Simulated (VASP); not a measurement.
# Li4BH (F-43m) in VASP: notebook, part 2 of 2

VASP 6.6.1. Earlier steps stand in the parts before.

## (3) Relaxation of cell and atoms, PBE (species swapped into the HfZrFe4 type (F-43m, No. 216))

INCAR

```
SYSTEM = Li4BH
ALGO = Fast
EDIFF = 1E-6
EDIFFG = -0.01
ENCUT = 600
GGA = PE
IBRION = 2
ISIF = 3
ISMEAR = 0
LASPH = .True.
LCHARG = .False.
LREAL = .False.
LWAVE = .False.
NELM = 100
NSW = 100
PREC = Accurate
SIGMA = 0.1
```

KPOINTS

```
k-points
0
Gamma
  10 10 10
  0 0 0
```

POSCAR

```
Li4BH
1.0
    0.0000000000      3.3729694568      3.3729694568
    3.3729694568      0.0000000000      3.3729694568
    3.3729694568      3.3729694568      0.0000000000
Li B H
4 1 1
Direct
    0.8796105308      0.3734631564      0.3734631564
    0.3734631564      0.3734631564      0.8796105308
    0.3734631564      0.8796105308      0.3734631564
    0.3734631564      0.3734631564      0.3734631564
    0.0000000000      0.0000000000      0.0000000000
    0.7500000000      0.7500000000      0.7500000000
```

Potentials or basis: VASP PAW PBE potentials, release 64 (Li_sv, B, H).

On the command line:

```bash
cat potpaw_PBE.64/Li_sv/POTCAR potpaw_PBE.64/B/POTCAR potpaw_PBE.64/H/POTCAR > POTCAR
mpirun -np 1 vasp_std > vasp.out
```

OUTCAR:

```text
SYSTEM = Li4BH
   EDIFF = 1E-6
   EDIFFG = -0.01
   ENCUT = 600
   GGA = PE
   IBRION = 2
   ISIF = 3
   ISMEAR = 0
   LASPH = .True.
   LREAL = .False.
   NELM = 100
   NSW = 100
   PREC = Accurate

 ion  position               nearest neighbor table
   1  0.880  0.373  0.373-   2 2.36   3 2.36   4 2.36   3 2.41   2 2.41   4 2.41
   2  0.373  0.373  0.880-   1 2.36   3 2.36   4 2.36   3 2.41   1 2.41   4 2.41
   3  0.373  0.880  0.373-   1 2.36   2 2.36   4 2.36   1 2.41   2 2.41   4 2.41
   4  0.373  0.373  0.373-   1 2.36   2 2.36   3 2.36   1 2.41   3 2.41   2 2.41
   5  0.000  0.000  0.000-
   6  0.750  0.750  0.750-

  LATTYP: Found a face centered cubic cell.
 ALAT       =     6.7459389136

  Lattice vectors:

 A1 = (   0.0000000000,   3.3729694568,   3.3729694568)
 A2 = (   3.3729694568,   0.0000000000,   3.3729694568)
 A3 = (   3.3729694568,   3.3729694568,   0.0000000000)

Analysis of symmetry for initial positions (statically):
=====================================================================
 Subroutine PRICEL returns:
 Original cell was already a primitive cell.

 Routine SETGRP: Setting up the symmetry group for a
 face centered cubic supercell.

 Subroutine GETGRP returns: Found 24 space group operations
 (whereof 24 operations were pure point group operations)
 out of a pool of 48 trial point group operations.

The static configuration has the point symmetry T_d .

Analysis of symmetry for dynamics (positions and initial velocities):
=====================================================================
 Subroutine PRICEL returns:
 Original cell was already a primitive cell.

 Routine SETGRP: Setting up the symmetry group for a
 face centered cubic supercell.

 Subroutine GETGRP returns: Found 24 space group operations
 (whereof 24 operations were pure point group operations)
 out of a pool of 48 trial point group operations.

The dynamic configuration has the point symmetry T_d .
[... 149 lines left out ...]

 number of electron      15.9999999 magnetization

 Free energy of the ion-electron system (eV)
  ---------------------------------------------------
  ext. energy  EPLUGINS =         0.00000000
  ---------------------------------------------------
  free energy    TOTEN  =       -12.12935130 eV

  energy without entropy =      -12.11586389  energy(sigma->0) =      -12.12260759

------------------------ aborting loop because EDIFF is reached ----------------------------------------

  FORCE on cell =-STRESS in cart. coord.  units (eV):
  Direction    XX          YY          ZZ          XY          YZ          ZX
  --------------------------------------------------------------------------------------
  -------------------------------------------------------------------------------------
  Total       -0.1173118     -0.1173118     -0.1173118      0.0000000      0.0000000     -0.0000000
  in kB       -2.4489785     -2.4489785     -2.4489785      0.0000000      0.0000000     -0.0000000
  external PRESSURE =      -2.4489785 kB  Pullay stress =       0.0000000 kB
[... 67 lines left out ...]
--------------------------------------- Ionic step        3  -------------------------------------------

 number of electron      15.9999997 magnetization

 Free energy of the ion-electron system (eV)
  ---------------------------------------------------
  ext. energy  EPLUGINS =         0.00000000
  ---------------------------------------------------
  free energy    TOTEN  =       -12.13006368 eV

  energy without entropy =      -12.11674786  energy(sigma->0) =      -12.12340577

 E-fermi :   1.5017     XC(G=0):  -8.2952

 val. band max:        1.4956689427   @ k =   0.2000   0.1000   0.0000
 cond. band min:       1.5436021554   @ k =   0.3000   0.2000   0.0000
 fundamental gap:      0.0479332126
 Fermi energy:         1.5017230770

 k-point     1 :       0.0000    0.0000    0.0000
  band No.  band energies     occupation
      1     -45.2337      2.00000
      2     -45.0716      2.00000
      3     -45.0716      2.00000
      4     -45.0716      2.00000
      5      -5.1517      2.00000
      6       0.1977      2.00000
      7       1.7687      0.00016
      8       1.7687      0.00016
      9       1.7687      0.00016
     10       2.5948      0.00000
     11       4.2890      0.00000
     12       5.2824      0.00000
[... 331 lines left out ...]
 k-point    24 :       0.4000    0.3000    0.0000
  band No.  band energies     occupation
      1     -45.1893      2.00000
      2     -45.1159      2.00000
      3     -45.0717      2.00000
      4     -45.0717      2.00000
      5      -4.2674      2.00000
      6      -1.5837      2.00000
      7       0.4812      2.00000
      8       0.9474      2.00000
      9       1.3190      1.99023
     10       1.8962      0.00000
     11       4.5223      0.00000
     12       7.1687      0.00000

 [... further k-points ...]

------------------------ aborting loop because EDIFF is reached ----------------------------------------

  FORCE on cell =-STRESS in cart. coord.  units (eV):
  Direction    XX          YY          ZZ          XY          YZ          ZX
  --------------------------------------------------------------------------------------
  -------------------------------------------------------------------------------------
  Total       -0.0129225     -0.0129225     -0.0129225     -0.0000000     -0.0000000      0.0000000
  in kB       -0.2728451     -0.2728451     -0.2728451     -0.0000000     -0.0000000      0.0000000
  external PRESSURE =      -0.2728451 kB  Pullay stress =       0.0000000 kB
[... 21 lines left out ...]
  FREE ENERGIE OF THE ION-ELECTRON SYSTEM (eV)
  ---------------------------------------------------
  free  energy   TOTEN  =       -12.1300636803 eV

  energy  without entropy=      -12.1167478611  energy(sigma->0) =      -12.12340577

 reached required accuracy - stopping structural energy minimisation
```

OSZICAR:

```text
N       E                     dE             d eps       ncg     rms          rms(c)
DAV:   1     0.577243126658E+02    0.57724E+02   -0.80636E+03  1128   0.150E+03
DAV:   2     0.237281691070E+01   -0.55351E+02   -0.53086E+02  1228   0.272E+02
DAV:   3    -0.114782420043E+02   -0.13851E+02   -0.13479E+02  2188   0.696E+01
[... 31 lines left out ...]
RMM:   3    -0.121300058826E+02    0.20090E-03   -0.13372E-03  1416   0.393E-01    0.956E-03
RMM:   4    -0.121300485616E+02   -0.42679E-04   -0.44270E-04  1599   0.181E-01    0.130E-02
RMM:   5    -0.121300586344E+02   -0.10073E-04   -0.95182E-05  1623   0.802E-02    0.357E-03
RMM:   6    -0.121300632671E+02   -0.46327E-05   -0.28370E-05  1508   0.418E-02    0.134E-03
RMM:   7    -0.121300636803E+02   -0.41323E-06   -0.79717E-06  1078   0.233E-02
   3 F= -.12130064E+02 E0= -.12123406E+02  d E =-.712383E-03
```

CONTCAR:

```text
Li4BH
   1.00000000000000
    -0.0000000000000000    3.3602433970341687    3.3602433970341687
     3.3602433970341687    0.0000000000000000    3.3602433970341687
     3.3602433970341687    3.3602433970341687   -0.0000000000000000
  Li              B               H
     4     1     1
Direct
     0.8796522395694253    0.3734492534768582    0.3734492534768582
     0.3734492534768582    0.3734492534768582    0.8796522395694253
     0.3734492534768582    0.8796522395694253    0.3734492534768582
     0.3734492534768582    0.3734492534768582    0.3734492534768582
     0.0000000000000000    0.0000000000000000    0.0000000000000000
     0.7500000000000000    0.7500000000000000    0.7500000000000000

  0.00000000E+00  0.00000000E+00  0.00000000E+00
  0.00000000E+00  0.00000000E+00  0.00000000E+00
  0.00000000E+00  0.00000000E+00  0.00000000E+00
  0.00000000E+00  0.00000000E+00  0.00000000E+00
  0.00000000E+00  0.00000000E+00  0.00000000E+00
  0.00000000E+00  0.00000000E+00  0.00000000E+00
```

Wall time 66 s (1 thread of Intel Xeon 6975P-C (Granite Rapids), shared host); peak memory 0.27 GiB.

Results:

```
Free energy                            : -12.1301 eV
Relaxed volume                         : 12.65 Å³/atom
Relaxed cell                           : a = 4.752 Å, b = 4.752 Å, c = 4.752 Å, α = 60.00°, β = 60.00°, γ = 60.00°
Space group after relaxing (to 0.05 Å) : F-43m (No. 216)
Energy gained by relaxing              : 0.1 meV/atom
Ionic steps                            : 3
Pressure after relaxing                : 0.0 GPa
Band gap on the k mesh                 : none (metal or under the smearing width)
```

Forces on the atoms (eV/Å):
```
Li   0.001 -0.001 -0.001
Li  -0.001 -0.001  0.001
Li  -0.001  0.001 -0.001
Li   0.001  0.001  0.001
B    0.000  0.000  0.000
H    0.000  0.000  0.000
```

Step by step:
| step | energy change (eV) | largest force (eV/Å) | pressure (GPa) | volume (Å³) |
| --- | --- | --- | --- | --- |
| 1 | 0.0000 | 0.0008 | -0.24 | 76.75 |
| 2 | -0.0003 | 0.0001 | -0.19 | 76.53 |
| 3 | -0.0007 | 0.0024 | -0.03 | 75.88 |

Final structure:
```
Li B H
1.0
     0.00000    3.36024    3.36024
     3.36024    0.00000    3.36024
     3.36024    3.36024    0.00000
Li B H
4 1 1
Direct
  0.87965 0.37345 0.37345
  0.37345 0.37345 0.87965
  0.37345 0.87965 0.37345
  0.37345 0.37345 0.37345
  0.00000 0.00000 0.00000
  0.75000 0.75000 0.75000
```

Levels at points of the mesh, in eV from the Fermi level:
```tsv
k point	band 4	band 5	band 6	band 7	band 8	band 9	band 10	band 11	band 12
(0.00, 0.00, 0.00)	-46.57	-6.65	-1.30	0.27	0.27	0.27	1.09	2.79	3.78
(0.50, 0.00, 0.00)	-46.57	-5.81	-3.46	-0.28	-0.04	-0.04	0.56	3.50	3.50
(0.50, 0.50, 0.00)	-46.57	-5.32	-3.75	-0.73	-0.73	-0.53	-0.23	3.58	6.13
```

Caveat: the cutoff is under 1.25 times the usual one of these potentials, so pressure, stress and relaxed cells hold a basis-set (Pulay) error.

## (4) Single point, PBE (species swapped into the HfZrFe4 type (F-43m, No. 216))

INCAR

```
SYSTEM = Li4BH
  ALGO = Normal
  EDIFF = 1E-6
  ENCUT = 520
  GGA = PE
  ISIF = 2
  ISMEAR = 0
  LASPH = .True.
  LCHARG = .True.
  LELF = .True.
  LREAL = .False.
  LVHAR = .True.
  LWAVE = .False.
  NBANDS = 17
  NELM = 100
  PREC = Accurate
  SIGMA = 0.1
```

KPOINTS

```
k-points
0
Gamma
  6 6 6
  0 0 0
```

POSCAR

```
Li4BH
1.0
    0.0000000000      3.3729694568      3.3729694568
    3.3729694568      0.0000000000      3.3729694568
    3.3729694568      3.3729694568      0.0000000000
Li B H
4 1 1
Direct
    0.6265368436      0.1203894692      0.6265368436
    0.1203894692      0.6265368436      0.6265368436
    0.6265368436      0.6265368436      0.6265368436
    0.6265368436      0.6265368436      0.1203894692
    0.0000000000      0.0000000000      0.0000000000
    0.2500000000      0.2500000000      0.2500000000
```

On the command line:

```bash
cat potpaw_PBE.64/Li_sv/POTCAR potpaw_PBE.64/B/POTCAR potpaw_PBE.64/H/POTCAR > POTCAR
mpirun -np 1 vasp_std > vasp.out
```

It took 8.7 s on 1 thread of Intel Xeon 6975P-C (Granite Rapids), shared host; peak memory 0.2 GiB.

The run converged. Its results:

```
Free energy            : -12.1075 eV
Band gap on the k mesh : none (metal or under the smearing width)
```

Forces in eV/Å, atoms in the order of the input:
```
Li   0.001 -0.001  0.001
Li  -0.001  0.001  0.001
Li  -0.001 -0.001 -0.001
Li   0.001  0.001 -0.001
B    0.000  0.000  0.000
H    0.000  0.000  0.000
```

Levels at points of the mesh, in eV from the Fermi level:
```csv
k point,band 6,band 7,band 8,band 9,band 10,band 11
"(0.00, 0.00, 0.00)",-1.26,0.30,0.30,0.30,1.12,2.77
"(0.50, 0.00, 0.00)",-3.39,-0.25,0.00,0.00,0.59,3.52
"(0.50, 0.50, 0.00)",-3.66,-0.69,-0.69,-0.49,-0.20,3.59
```

Caveat: the cutoff is under 1.25 times the usual one of these potentials, so pressure, stress and relaxed cells hold a basis-set (Pulay) error.

## (5) Relaxation of cell and atoms, PBE (species swapped into the HfZrFe4 type (F-43m, No. 216))

INCAR

```
SYSTEM = Li4BH
PREC     = Accurate       ! precision mode
ENCUT    = 600            ! plane-wave cutoff, eV
EDIFF    = 1E-6           ! SCF threshold, eV
ISMEAR   = 0              ! smearing method
SIGMA    = 0.1            ! smearing width, eV
LREAL    = .FALSE.        ! projectors in reciprocal space
LASPH    = .TRUE.         ! aspherical terms in the spheres
NELM     = 100            ! most SCF steps
ALGO     = Normal         ! electronic algorithm
ISIF     = 3              ! what is computed and relaxed
LWAVE    = .FALSE.        ! write WAVECAR
LCHARG   = .FALSE.        ! write CHGCAR
GGA      = PE             ! functional
IBRION   = 2              ! ionic algorithm
NSW      = 90             ! ionic steps
EDIFFG   = -0.04          ! ionic threshold
```

KPOINTS

```
Automatic mesh
0
G
  6 6 6
  0 0 0
```

POSCAR

```
Li4BH
1.0
    0.0000000000      3.1888819200      3.1888819200
    3.1888819200      0.0000000000      3.1888819200
    3.1888819200      3.1888819200      0.0000000000
Li B H
4 1 1
Direct
    0.6251780600      0.1244658300      0.6251780600
    0.1244658300      0.6251780600      0.6251780600
    0.6251780600      0.6251780600      0.6251780600
    0.6251780600      0.6251780600      0.1244658300
    0.0000000000      0.0000000000      0.0000000000
    0.2500000000      0.2500000000      0.2500000000
```

Potentials or basis: VASP PAW PBE potentials, release 64 (Li_sv, B, H).

On the command line:

```bash
cat potpaw_PBE.64/Li_sv/POTCAR potpaw_PBE.64/B/POTCAR potpaw_PBE.64/H/POTCAR > POTCAR
mpirun -np 1 vasp_std > vasp.out
```

OUTCAR:

```text
SYSTEM = Li4BH
   PREC = Accurate
   ENCUT = 600
   EDIFF = 1E-6
   ISMEAR = 0
   LREAL = .FALSE.
   LASPH = .TRUE.
   NELM = 100
   ISIF = 3
   GGA = PE
   IBRION = 2
   NSW = 90
   EDIFFG = -0.04

 ion  position               nearest neighbor table
   1  0.625  0.124  0.625-   2 2.25   3 2.25   4 2.25   4 2.26   3 2.26   2 2.26
   2  0.124  0.625  0.625-   1 2.25   3 2.25   4 2.25   3 2.26   4 2.26   1 2.26
   3  0.625  0.625  0.625-   1 2.25   2 2.25   4 2.25   4 2.26   1 2.26   2 2.26
   4  0.625  0.625  0.124-   1 2.25   2 2.25   3 2.25   3 2.26   1 2.26   2 2.26
   5  0.000  0.000  0.000-
   6  0.250  0.250  0.250-

  LATTYP: Found a face centered cubic cell.
 ALAT       =     6.3777638400

  Lattice vectors:

 A1 = (   0.0000000000,   3.1888819200,   3.1888819200)
 A2 = (   3.1888819200,   0.0000000000,   3.1888819200)
 A3 = (   3.1888819200,   3.1888819200,   0.0000000000)

Analysis of symmetry for initial positions (statically):
[... 272 lines left out ...]
      8       1.9230      0.00002
      9       1.9230      0.00002
     10       2.8255      0.00000
     11       4.6799      0.00000
     12       5.5292      0.00000
[... 302 lines left out ...]
--------------------------------------- Ionic step        5  -------------------------------------------

 number of electron      16.0000012 magnetization

 Free energy of the ion-electron system (eV)
  ---------------------------------------------------
  ext. energy  EPLUGINS =         0.00000000
  ---------------------------------------------------
  free energy    TOTEN  =       -12.09742514 eV

  energy without entropy =      -12.07756111  energy(sigma->0) =      -12.08749313

 E-fermi :   1.4453     XC(G=0):  -8.2817

 val. band max:        1.4449688014   @ k =  -0.3333   0.1667   0.0000
 cond. band min:       1.4607964986   @ k =   0.1667   0.1667   0.0000
 fundamental gap:      0.0158276973
 Fermi energy:         1.4452604568

 k-point     1 :       0.0000    0.0000    0.0000
  band No.  band energies     occupation
      1     -45.2559      2.00000
      2     -45.0958      2.00000
      3     -45.0958      2.00000
      4     -45.0958      2.00000
      5      -5.1582      2.00000
      6       0.1857      2.00000
      7       1.7475      0.00002
      8       1.7475      0.00002
      9       1.7475      0.00002
     10       2.5749      0.00000
     11       4.2535      0.00000
     12       5.2574      0.00000
[... 256 lines left out ...]
  FREE ENERGIE OF THE ION-ELECTRON SYSTEM (eV)
  ---------------------------------------------------
  free  energy   TOTEN  =       -12.0974251409 eV

  energy  without entropy=      -12.0775611093  energy(sigma->0) =      -12.08749313

 reached required accuracy - stopping structural energy minimisation
```

CONTCAR:

```text
Li4BH
   1.00000000000000
     0.0000000000000000    3.3649116283197666    3.3649116283197666
     3.3649116283197666    0.0000000000000000    3.3649116283197666
     3.3649116283197666    3.3649116283197666   -0.0000000000000000
  Li              B               H
     4     1     1
Direct
     0.6263827182034984    0.1208518553895125    0.6263827182034984
     0.1208518553895125    0.6263827182034984    0.6263827182034984
     0.6263827182034984    0.6263827182034984    0.6263827182034984
     0.6263827182034984    0.6263827182034984    0.1208518553895125
     0.0000000000000000    0.0000000000000000    0.0000000000000000
     0.2500000000000000    0.2500000000000000    0.2500000000000000

  0.00000000E+00  0.00000000E+00  0.00000000E+00
  0.00000000E+00  0.00000000E+00  0.00000000E+00
  0.00000000E+00  0.00000000E+00  0.00000000E+00
  0.00000000E+00  0.00000000E+00  0.00000000E+00
  0.00000000E+00  0.00000000E+00  0.00000000E+00
  0.00000000E+00  0.00000000E+00  0.00000000E+00
```

Wall time 26 s (1 thread of Intel Xeon 6975P-C (Granite Rapids), shared host); peak memory 0.2 GiB.

Results:

| Item | Value |
| --- | --- |
| Free energy | -12.0974 eV |
| Relaxed volume | 12.70 Å³/atom |
| Relaxed cell | a = 4.759 Å, b = 4.759 Å, c = 4.759 Å, α = 60.00°, β = 60.00°, γ = 60.00° |
| Space group after relaxing (to 0.05 Å) | F-43m (No. 216) |
| Energy gained by relaxing | 24.4 meV/atom |
| Ionic steps | 5 |
| Pressure after relaxing | 0.1 GPa |
| Largest force after relaxing | 0.024 eV/Å |
| Band gap on the k mesh | none (metal or under the smearing width) |

Forces in eV/Å, atoms in the order of the input:
```
Li  -0.014  0.014 -0.014
Li   0.014 -0.014 -0.014
Li   0.014  0.014  0.014
Li  -0.014 -0.014  0.014
B    0.000  0.000  0.000
H    0.000  0.000  0.000
```

Step by step:
| step | energy change (eV) | largest force (eV/Å) | pressure (GPa) | volume (Å³) |
| --- | --- | --- | --- | --- |
| 1 | 0.0000 | 0.2439 | 4.18 | 64.86 |
| 2 | -0.0665 | 0.0311 | 3.03 | 67.54 |
| 3 | -0.1213 | 0.3381 | 1.10 | 73.09 |
| 4 | -0.1456 | 0.0449 | 0.30 | 75.57 |
| 5 | -0.1466 | 0.0240 | 0.12 | 76.20 |

Final structure:
```
Li B H
1.0
     0.00000    3.36491    3.36491
     3.36491    0.00000    3.36491
     3.36491    3.36491    0.00000
Li B H
4 1 1
Cartesian
  2.5144 4.2154 2.5144
  4.2154 2.5144 2.5144
  4.2154 4.2154 4.2154
  2.5144 2.5144 4.2154
  0.0000 0.0000 0.0000
  1.6825 1.6825 1.6825
```

Levels at points of the mesh, in eV from the Fermi level:
```tsv
k point	band 6	band 7	band 8	band 9	band 10	band 11
(0.00, 0.00, 0.00)	-1.26	0.30	0.30	0.30	1.13	2.81
(0.50, 0.00, 0.00)	-3.41	-0.23	-0.01	-0.01	0.60	3.53
(0.50, 0.50, 0.00)	-3.69	-0.69	-0.69	-0.49	-0.20	3.62
```

Caveat: the cutoff is under 1.25 times the usual one of these potentials, so pressure, stress and relaxed cells hold a basis-set (Pulay) error; the volume moved by over 15 % at a fixed basis, so the end points are rough.

## (6) Overview

| task | cell | k mesh | cutoff (eV) | gap on the mesh (eV) | pressure (GPa) | relaxed volume (Å³/atom) |
| --- | --- | --- | --- | --- | --- | --- |
| single point | species swapped into the HfZrFe4 type (F-43m, No. 216) | 10 × 10 × 10 | 520 | none | - | - |
| relaxation of cell and atoms | relaxed from: species swapped into the HfZrFe4 type (F-43m, No. 216) | 10 × 10 × 10 | 600 | none | 0.0 | 12.65 |
| single point | species swapped into the HfZrFe4 type (F-43m, No. 216) | 6 × 6 × 6 | 520 | none | - | - |
| relaxation of cell and atoms | relaxed from: species swapped into the HfZrFe4 type (F-43m, No. 216) | 6 × 6 × 6 | 600 | none | 0.1 | 12.70 |

Alike in all rows: level PBE; potentials or basis VASP PAW PBE potentials, release 64 (Li_sv, B, H); no spin polarisation; smearing gaussian 0.1 eV.

Caveats: the cutoff is under 1.25 times the usual one of these potentials, so pressure, stress and relaxed cells hold a basis-set (Pulay) error; the volume moved by over 15 % at a fixed basis, so the end points are rough (some runs).

Total energies depend on the potentials used, so only differences within one code and one set of settings carry meaning.
